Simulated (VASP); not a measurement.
**In2Ni3S2 with PBEsol + U: from relaxation to properties**

How well does PBEsol + U reproduce what experiment finds for In2Ni3S2? The cell is relaxed first, and properties follow on it. The steps: full relaxation (PBEsol + U), second relaxation, density, ELF and potential (PBEsol + U), bands along the symmetry lines (PBEsol + U), density of states (PBEsol + U), zone-centre phonons (PBEsol + U) and independent-particle dielectric function (PBEsol + U). The start is a computed cell from the Materials Project.

Main program and level: VASP 6.6.1; PBEsol, DFT+U (Ni d 4 eV), spin-polarised from a ferromagnetic start; plane waves and PAW (In_d, Ni, S).

Experimental background.

“Quantum Linear Magnetoresistance and Fermi Liquid Behavior in Kagome Metal Ni3In2S2” (2024, arxiv:2402.10096) reports for Ni3In2S2, shandite, by X-ray diffraction, refined (Bridgman-type melt-grown crystal, 300 K): lattice constant a (a = b, hexagonal setting) 5.37 Å [room-temperature value]; lattice constant c (c, hexagonal setting) 13.53 Å [room-temperature value].

This is a report of a sequence of runs, with most program output left out.

### Step 1. Starting point

Before any relaxation, the start is as follows. It takes space group R-3m (No. 166, trigonal). Conventional cell: a = 5.378 Å, b = 5.378 Å, c = 13.482 Å, α = 90.00°, β = 90.00°, γ = 120.00°. Nearest to In lie 6 Ni at 2.69 Å and 2 S at 3.01 Å. Nearest to In lie 6 Ni at 2.73 Å and 6 S at 3.20 Å. Nearest to Ni lie 2 S at 2.15 Å. Nearest to S lie 3 Ni at 2.15 Å and 4 In at 3.01 to 3.20 Å. Farther neighbours and most contacts between anions are not listed.

As a file:

```
In Ni S
1.0
     2.68884    1.55240    4.49403
    -2.68884    1.55240    4.49403
     0.00000   -3.10481    4.49403
In Ni S
2 3 2
Direct
  0.50000 0.50000 0.50000
  0.00000 0.00000 0.00000
  0.50000 0.00000 0.00000
  0.00000 0.50000 0.00000
  0.00000 0.00000 0.50000
  0.72308 0.72308 0.72308
  0.27692 0.27692 0.27692
```

### Step 2. Full relaxation (PBEsol + U)

The start need not lie at this functional's minimum. ISIF = 3 frees volume, shape and positions, and EDIFFG sets the threshold on forces and stress at which the search stops. PBEsol restores the gradient expansion of exchange and is tuned for the cells of solids. A Hubbard U penalises fractional filling of the localised shell, which semilocal functionals favour.

The input, INCAR:

```
SYSTEM = In2Ni3S2
PREC = Accurate
ENCUT = 400
EDIFF = 1E-06
NELM = 100
ISMEAR = 0
SIGMA = 0.05
LREAL = .FALSE.
ALGO = Normal
GGA = PS
NBANDS = 47
ISPIN = 2
MAGMOM = 0 0 1 1 1 0 0
LDAU = .TRUE.
LDAUTYPE = 2
LDAUL = -1 2 -1
LDAUU = 0 4 0
LDAUJ = 0 0 0
LDAUPRINT = 1
LASPH = .TRUE.
LMAXMIX = 4
LORBIT = 11
LWAVE = .FALSE.
LCHARG = .FALSE.
KPAR = 4
IBRION = 2
NSW = 60
ISIF = 3
EDIFFG = -0.01
```

The input, POSCAR:

```
In2Ni3S2
1.0
    2.6888421947      1.5524037649      4.4940345138
   -2.6888421947      1.5524037649      4.4940345138
    0.0000000000     -3.1048075299      4.4940345138
In Ni S
2 3 2
Direct
    0.5000000000      0.5000000000      0.5000000000
    0.0000000000      0.0000000000      0.0000000000
    0.5000000000      0.0000000000      0.0000000000
    0.0000000000      0.5000000000      0.0000000000
    0.0000000000      0.0000000000      0.5000000000
    0.7230808100      0.7230808100      0.7230808100
    0.2769191900      0.2769191900      0.2769191900
```

The input, KPOINTS:

```
Automatic mesh
0
Gamma
5 5 5
0 0 0
```

Potentials, in the order of the species: In_d, Ni and S (PBE family, release 64).

On the command line:

```bash
$ mpirun -np 4 vasp_std
```

The job ended after 3.5 min (4 MPI ranks of Intel Xeon Platinum 8488C (Sapphire Rapids), shared host; peak memory 1.2 GiB).

The moments of the start collapse, so the state is non-magnetic; other starts or orders were not tried. The k-mesh is coarse for a metal. The PAW data sets were made with PBE, which is usual practice but a small mismatch for other functionals. The run keeps the 12 symmetry operations of its start, so it cannot find a distortion of lower symmetry.

Step by step:

```csv
step,energy less that of the first step (eV),largest force (eV/Å),pressure (GPa),volume (Å³)
1,0.0000,0.5740,-5.77,112.55
2,-0.0250,1.1092,5.47,103.38
3,-0.1055,0.2588,-0.25,107.49
4,-0.1132,0.0932,-0.14,106.90
5,-0.1148,0.0239,0.00,106.49
6,-0.1148,0.0190,-0.05,106.51
7,-0.1149,0.0060,0.08,106.43
8,-0.1149,0.0032,0.12,106.44
9,-0.1149,0.0018,0.06,106.45
10,-0.1149,0.0003,0.11,106.50
11,-0.1148,0.0020,-0.16,106.62
12,-0.1149,0.0003,0.08,106.53
```

```csv
"conventional cell, symmetrised",before,after,change
a (Å),5.378,5.255,-2.3 %
b (Å),5.378,5.255,-2.3 %
c (Å),13.482,13.361,-0.9 %
volume (Å³/atom),16.08,15.22,-5.3 %
```

Final coordinates:

```cif
data_structure
_symmetry_space_group_name_H-M 'P 1'
_symmetry_Int_Tables_number 1
_cell_length_a 5.3892
_cell_length_b 5.3892
_cell_length_c 5.3892
_cell_angle_alpha 58.366
_cell_angle_beta 58.366
_cell_angle_gamma 58.366
_cell_volume 106.53
loop_
_atom_site_label
_atom_site_type_symbol
_atom_site_fract_x
_atom_site_fract_y
_atom_site_fract_z
_atom_site_occupancy
In1 In 0.50000 0.50000 0.50000 1
In2 In 0.00000 0.00000 0.00000 1
Ni3 Ni 0.50000 0.00000 0.00000 1
Ni4 Ni 0.00000 0.50000 0.00000 1
Ni5 Ni 0.00000 0.00000 0.50000 1
S6 S 0.72296 0.72296 0.72296 1
S7 S 0.27704 0.27704 0.27704 1
```

This step gave:

| Quantity | Value |
| --- | --- |
| electrons | 68 |
| bands | 47 |
| irreducible k points | 19 |
| symmetry operations | 12 |
| free energy (TOTEN) | -29.61 eV |
| energy at zero smearing | -29.61 eV |
| Fermi energy | 8.950 eV |
| pressure | 0.08036 GPa |
| metallic | yes |
| SCF cycles over all ionic steps | 103 |

The spin moment in the PAW sphere vanishes on all atoms.

It ends with forces under 0.001 eV/Å and a pressure of 0.08 GPa.

### Step 3. Second relaxation

The basis stayed that of the start cell while the cell moved. A rerun from the cell reached resets it; the error of the finite cutoff stays.

INCAR is that of step 2.

The input, POSCAR:

```
In2Ni3S2
1.0
    2.6277359069      1.5171240332      4.4537977412
   -2.6277359069      1.5171240332      4.4537977412
    0.0000000000     -3.0342480665      4.4537977412
In Ni S
2 3 2
Direct
    0.5000000000      0.5000000000      0.5000000000
    0.0000000000      0.0000000000      0.0000000000
    0.5000000000      0.0000000000      0.0000000000
    0.0000000000      0.5000000000      0.0000000000
    0.0000000000      0.0000000000      0.5000000000
    0.7229639860      0.7229639860      0.7229639860
    0.2770360140      0.2770360140      0.2770360140
```

KPOINTS is that of step 2.

On the command line:

```bash
$ mpirun -np 4 vasp_std
```

Elapsed: 79 s, on 4 MPI ranks; peak memory 1.2 GiB.

Little changed from the start: no atom moved by 0.005 Å and no cell edge by 0.1 %.

This step gave:

| Property | Result |
| --- | --- |
| free energy (TOTEN) | -29.60 eV |
| energy at zero smearing | -29.60 eV |
| Fermi energy | 8.957 eV |
| pressure | -0.05144 GPa |
| SCF cycles over all ionic steps | 40 |

It ends with a largest force of 0.005 eV/Å and a pressure of -0.05 GPa. The volume moved by only 0.04 %, so the volume is settled.

### Step 4. Density, ELF and potential (PBEsol + U)

A single point on the relaxed cell gives a clean self-consistent state, with density, ELF and potential written out.

Edit INCAR of step 3 so:

```diff
@@ -23,7 +23,5 @@
 LWAVE = .FALSE.
-LCHARG = .FALSE.
-KPAR = 4
-IBRION = 2
-NSW = 60
-ISIF = 3
-EDIFFG = -0.01
+LCHARG = .TRUE.
+ISIF = 2
+LELF = .TRUE.
+LVHAR = .TRUE.
```

The input, POSCAR:

```
In2Ni3S2
1.0
    2.6273708300      1.5169132559      4.4533147598
   -2.6273708300      1.5169132559      4.4533147598
    0.0000000000     -3.0338265120      4.4533147598
In Ni S
2 3 2
Direct
    0.5000000000      0.5000000000      0.5000000000
    0.0000000000      0.0000000000      0.0000000000
    0.5000000000      0.0000000000      0.0000000000
    0.0000000000      0.5000000000      0.0000000000
    0.0000000000      0.0000000000      0.5000000000
    0.7229644029      0.7229644029      0.7229644029
    0.2770355971      0.2770355971      0.2770355971
```

KPOINTS is that of step 3.

On the command line:

```bash
$ mpirun -np 4 vasp_std
```

Wall time 32 s (4 MPI ranks); peak memory 0.67 GiB; 2 min of CPU time.

With spin, VASP writes an ELF for each channel.

Numbers from this step:

| Item | Value |
| --- | --- |
| electronic steps | 17 |
| bands | 48 |
| pressure | -0.05501 GPa |

Valence electrons inside each PAW sphere by angular momentum. Sphere charges, by row:

```csv
atom,s (e),p (e),d (e),tot (e)
In1,0.916,0.62,9.893,11.43
In2,0.893,0.572,9.891,11.36
Ni3,0.454,0.571,8.705,9.729
Ni4,0.454,0.571,8.705,9.729
Ni5,0.454,0.571,8.705,9.729
S6,1.335,2.343,0,3.678
S7,1.335,2.343,0,3.678
```

ELF of down spins in the ac plane of the conventional cell at fractional y = 0.000, with atoms of In and Ni and S within 0.2 Å of it. It is the smooth field of the valence electrons, not physical close to the nuclei.

Values, 24 rows by 15 columns, each cell a mean:
```
0.08 0.15 0.28 0.22 0.14 0.10 0.09 0.09 0.09 0.09 0.11 0.17 0.27 0.22 0.09
0.29 0.30 0.28 0.24 0.20 0.17 0.17 0.17 0.17 0.17 0.18 0.22 0.26 0.30 0.30
0.29 0.27 0.24 0.22 0.21 0.20 0.21 0.22 0.22 0.20 0.21 0.21 0.23 0.26 0.29
0.24 0.20 0.20 0.18 0.19 0.22 0.24 0.29 0.26 0.22 0.20 0.18 0.20 0.20 0.22
0.49 0.41 0.29 0.22 0.20 0.22 0.26 0.32 0.29 0.23 0.21 0.20 0.25 0.35 0.47
0.63 0.73 0.65 0.39 0.23 0.20 0.23 0.25 0.24 0.21 0.20 0.29 0.54 0.73 0.68
0.42 0.70 0.81 0.61 0.27 0.14 0.13 0.14 0.14 0.13 0.19 0.44 0.75 0.79 0.54
0.83 0.86 0.78 0.47 0.16 0.09 0.11 0.13 0.12 0.10 0.10 0.30 0.67 0.84 0.85
0.73 0.65 0.42 0.17 0.08 0.12 0.19 0.23 0.21 0.15 0.09 0.10 0.29 0.56 0.70
0.22 0.19 0.14 0.11 0.13 0.19 0.25 0.27 0.26 0.22 0.16 0.11 0.12 0.16 0.21
0.21 0.25 0.25 0.22 0.22 0.20 0.19 0.15 0.17 0.21 0.21 0.22 0.23 0.26 0.23
0.06 0.10 0.29 0.29 0.25 0.18 0.05 0.01 0.02 0.12 0.22 0.27 0.31 0.19 0.05
0.08 0.15 0.29 0.28 0.24 0.19 0.09 0.03 0.05 0.15 0.22 0.26 0.30 0.23 0.09
0.24 0.24 0.21 0.19 0.20 0.20 0.21 0.20 0.21 0.21 0.20 0.19 0.20 0.23 0.24
0.31 0.25 0.16 0.09 0.11 0.17 0.25 0.29 0.27 0.21 0.13 0.09 0.12 0.21 0.29
0.85 0.79 0.58 0.25 0.09 0.10 0.16 0.19 0.18 0.13 0.08 0.14 0.42 0.71 0.83
0.72 0.82 0.81 0.55 0.20 0.10 0.11 0.12 0.11 0.10 0.13 0.37 0.72 0.84 0.76
0.41 0.70 0.79 0.58 0.28 0.17 0.16 0.17 0.16 0.16 0.20 0.42 0.73 0.78 0.54
0.67 0.68 0.54 0.31 0.21 0.21 0.25 0.28 0.27 0.22 0.20 0.25 0.43 0.64 0.68
0.38 0.31 0.24 0.20 0.19 0.22 0.25 0.32 0.29 0.23 0.21 0.19 0.22 0.27 0.35
0.24 0.21 0.20 0.19 0.20 0.22 0.23 0.27 0.25 0.22 0.21 0.19 0.20 0.20 0.23
0.31 0.29 0.26 0.23 0.21 0.19 0.20 0.20 0.20 0.19 0.20 0.22 0.25 0.28 0.30
0.24 0.28 0.28 0.23 0.18 0.15 0.15 0.15 0.15 0.15 0.16 0.21 0.26 0.29 0.25
0.09 0.10 0.27 0.22 0.13 0.08 0.07 0.07 0.07 0.08 0.10 0.17 0.28 0.18 0.05
```
Columns run along a (5.3 Å), rows up along c (13.4 Å), edges of the conventional cell, whose origin can differ from the input's. Atoms in or near the plane, at fractional coordinates: In at (0.00, 0.50), In at (0.00, 0.00), Ni at (0.50, 0.50), S at (0.00, 0.72), S at (0.00, 0.28).

Valence density in the ac plane of the conventional cell at fractional y = 0.000, with atoms of In and Ni and S within 0.2 Å of it. It is the smooth field of the valence electrons, not physical close to the nuclei.

Ten steps, logarithmic in the rise over the least value, from '_' (0 e/Å³) to '@' (10 e/Å³), each cell a mean:
```
@@##==::______________..--**%%
==--::....____________..::--==
::::::::::..........::::::::::
::::--====--::..::::--==--::::
------==--::::....::--==------
==++==--::....____....::--==++
..====::..____________::--++--
++==--..______________..::==++
--::..________....________::--
....______....::::..______....
**++--....::==**++--....::==**
@@%%++::::==%%@@@@**--::--##@@
@@##==::::==##@@%%**::::--**%%
==--::......--==--::......::==
....________........________..
==--::________..________..::--
==++==::______________..--====
::====::..__________..::--++==
====----::..........::::--====
::----====--::..::::--==----::
..::------::::....::------::..
::::::::..............::::::::
**++--..______________..::==**
@@%%++::______________..--##@@
```
Columns run along a (5.3 Å), rows up along c (13.4 Å), edges of the conventional cell, whose origin can differ from the input's. Atoms in or near the plane, at fractional coordinates: In at (0.00, 0.50), In at (0.00, 0.00), Ni at (0.50, 0.50), S at (0.00, 0.72), S at (0.00, 0.28).

Electrostatic potential energy in the ac plane of the conventional cell at fractional y = 0.000, with atoms of In and Ni and S within 0.2 Å of it. With pseudopotentials it is smooth inside the atoms' cores, unlike the true potential.

Ten even steps from '_' (-88 eV) to '@' (3 eV), each cell a mean:
```
__::**@@@@@@@@@@@@@@@@@@%%==..
**##@@@@@@@@@@@@@@@@@@@@@@%%##
@@@@@@@@@@@@@@@@@@@@@@@@@@@@@@
@@@@@@%%%%@@@@@@@@@@%%%%%%@@@@
@@@@@@%%%%@@@@@@@@@@%%%%%%@@@@
--++%%@@@@@@@@@@@@@@@@@@@@##==
__..##@@@@@@@@@@@@@@@@@@%%==__
--++%%@@@@@@@@@@@@@@@@@@@@##==
@@@@@@@@@@@@@@@@@@@@@@@@@@@@@@
@@@@@@@@@@@@@@@@@@@@@@@@@@@@@@
==**%%@@@@@@%%####@@@@@@@@##++
__..++@@@@%%--__..**@@@@##--__
__::**@@@@%%++::--##@@@@%%==..
**##@@@@@@@@@@%%%%@@@@@@@@%%##
@@@@@@@@@@@@@@@@@@@@@@@@@@@@@@
%%@@@@@@@@@@@@@@@@@@@@@@@@@@%%
..--%%@@@@@@@@@@@@@@@@@@@@**::
__::##@@@@@@@@@@@@@@@@@@%%==__
++##@@@@@@@@@@@@@@@@@@@@@@%%**
@@@@@@%%%%@@@@@@@@@@%%%%%%@@@@
@@@@@@%%%%@@@@@@@@@@%%%%%%@@@@
@@@@@@@@@@@@@@@@@@@@@@@@@@@@@@
==**%%@@@@@@@@@@@@@@@@@@@@##++
__..++@@@@@@@@@@@@@@@@@@##--__
```
Columns run along a (5.3 Å; values clipped at the 3rd and 97th percentile), rows up along c (13.4 Å), edges of the conventional cell, whose origin can differ from the input's. Atoms in or near the plane, at fractional coordinates: In at (0.00, 0.50), In at (0.00, 0.00), Ni at (0.50, 0.50), S at (0.00, 0.72), S at (0.00, 0.28).

In this run the pressure is -0.06 GPa, small enough to go on.

### Step 5. Bands along the symmetry lines (PBEsol + U)

The mesh alone shows little of the dispersion and can miss band extrema, so KPOINTS_OPT adds a path through the symmetry points after the self-consistent cycle.

Edit INCAR of step 4 so:

```diff
@@ -10,3 +10,3 @@
 GGA = PS
-NBANDS = 47
+NBANDS = 58
 ISPIN = 2
@@ -23,5 +23,3 @@
 LWAVE = .FALSE.
-LCHARG = .TRUE.
-ISIF = 2
-LELF = .TRUE.
-LVHAR = .TRUE.
+LCHARG = .FALSE.
+KPAR = 4
```

POSCAR is that of step 4.

KPOINTS is that of step 4.

The input, KPOINTS_OPT:

```
Line mode
12
Line-mode
Reciprocal
  0.00000000   0.00000000   0.00000000 GAMMA
  0.50000000   0.00000000   0.00000000 L

  0.50000000   0.00000000   0.00000000 L
  0.50000000   0.24401722  -0.24401722 B1

  0.75598278   0.50000000   0.24401722 B
  0.50000000   0.50000000   0.50000000 Z

  0.50000000   0.50000000   0.50000000 Z
  0.00000000   0.00000000   0.00000000 GAMMA

  0.00000000   0.00000000   0.00000000 GAMMA
  0.37200861   0.00000000  -0.37200861 X

  0.62799139   0.37200861   0.00000000 Q
  0.50000000   0.50000000   0.00000000 F

  0.50000000   0.50000000   0.00000000 F
  0.62799139   0.62799139   0.24401722 P1

  0.62799139   0.62799139   0.24401722 P1
  0.50000000   0.50000000   0.50000000 Z

  0.50000000   0.00000000   0.00000000 L
  0.75598278   0.37200861   0.37200861 P
```

On the command line:

```bash
$ mpirun -np 4 vasp_std
```

Wall time 2.1 min (4 MPI ranks); peak memory 1.5 GiB; 8.2 min of CPU time.

Spin-orbit coupling is off here; with elements this heavy it splits and shifts levels by tenths of an eV or more.

Numbers from this step:

| Item | Value |
| --- | --- |
| bands | 58 |
| pressure | -0.05656 GPa |

Both spin channels agree. The electronic bands at the labelled points (eV, zero at the Fermi level; # counts the bands kept):

```csv
point,#19,#20,#21,#22,#23,#24,#25,#26
Γ,-1.88,-1.58,-1.58,-1.23,-0.54,-0.54,0.43,0.66
0.45 of the way,-1.92,-1.78,-0.99,-0.73,-0.07,0.26,1.12,2.30
L,-1.95,-1.75,-0.49,-0.27,0.98,1.05,2.07,2.94
0.45 of the way,-1.84,-1.77,-1.04,0.05,0.43,1.51,2.54,2.76
B1,-1.71,-1.60,-1.39,-0.08,-0.05,2.11,2.68,3.66
jump to B,-1.71,-1.60,-1.39,-0.08,-0.05,2.11,2.68,3.66
0.45 of the way,-1.73,-1.54,-1.03,-0.28,0.10,1.72,2.70,2.92
Z,-1.92,-1.23,-0.32,-0.32,0.66,0.66,2.26,3.81
0.55 of the way,-1.91,-1.23,-1.07,-1.07,0.06,0.06,1.06,2.42
Γ,-1.88,-1.58,-1.58,-1.23,-0.54,-0.54,0.43,0.66
0.55 of the way,-1.85,-1.65,-1.50,-0.08,0.28,1.05,1.69,2.60
X,-1.76,-1.58,-1.28,-0.59,0.61,2.12,2.56,2.77
jump to Q,-1.76,-1.58,-1.28,-0.59,0.61,2.12,2.56,2.77
0.45 of the way,-1.71,-1.55,-1.21,-0.92,0.96,1.64,2.86,3.15
F,-1.58,-1.40,-1.20,-1.11,1.23,1.34,2.81,3.42
0.45 of the way,-1.68,-1.48,-1.19,-0.97,1.10,1.58,2.74,3.26
P1,-1.79,-1.49,-1.20,-0.70,0.74,2.25,2.28,2.79
0.55 of the way,-1.87,-1.42,-0.64,-0.49,0.32,1.16,2.86,3.08
Z,-1.92,-1.23,-0.32,-0.32,0.66,0.66,2.26,3.81
jump to L,-1.95,-1.75,-0.49,-0.27,0.98,1.05,2.07,2.94
0.45 of the way,-1.94,-1.54,-0.70,-0.51,0.44,1.90,1.96,3.19
P,-1.79,-1.49,-1.20,-0.70,0.74,2.25,2.28,2.79
```

Of the projections kept (In, Ni, S), the largest for each band there; the rest of the weight can lie on other orbitals:

```csv
point,#19,#20,#21,#22,#23,#24,#25,#26
Γ,Ni 0.51,In 0.57,In 0.57,Ni 1.00,Ni 0.85,Ni 0.85,Ni 0.62,Ni 0.73
L,Ni 0.99,Ni 0.86,Ni 0.90,Ni 0.58,Ni 0.48,Ni 0.46,Ni 0.48,In 0.46
B1,Ni 0.93,Ni 0.73,Ni 0.71,Ni 0.65,Ni 0.69,Ni 0.48,Ni 0.56,In 0.41
B,Ni 0.93,Ni 0.73,Ni 0.71,Ni 0.65,Ni 0.69,Ni 0.48,Ni 0.56,In 0.41
Z,Ni 0.99,Ni 1.00,Ni 0.86,Ni 0.86,In 0.44,In 0.44,Ni 0.51,In 0.69
Γ,Ni 0.51,In 0.57,In 0.57,Ni 1.00,Ni 0.85,Ni 0.85,Ni 0.62,Ni 0.73
```

There is no gap at this level.

[end of part 1 of 2]

[Lines on the potential files, build, host, timing and source positions are cut from VASP's logs without a mark.]

[Logs are printed without paths, hosts, clocks, repeated set-up lines and the standing remarks that a program may print on its own settings, such as how far it seeks lower states.]

[Hosts, paths, dates, database ids (printed as entryN), source tags and the programs' standing remarks are cut or masked in the printed files.]

[A measured line is paired with the nearest computed mode of its activity, which favours agreement.]
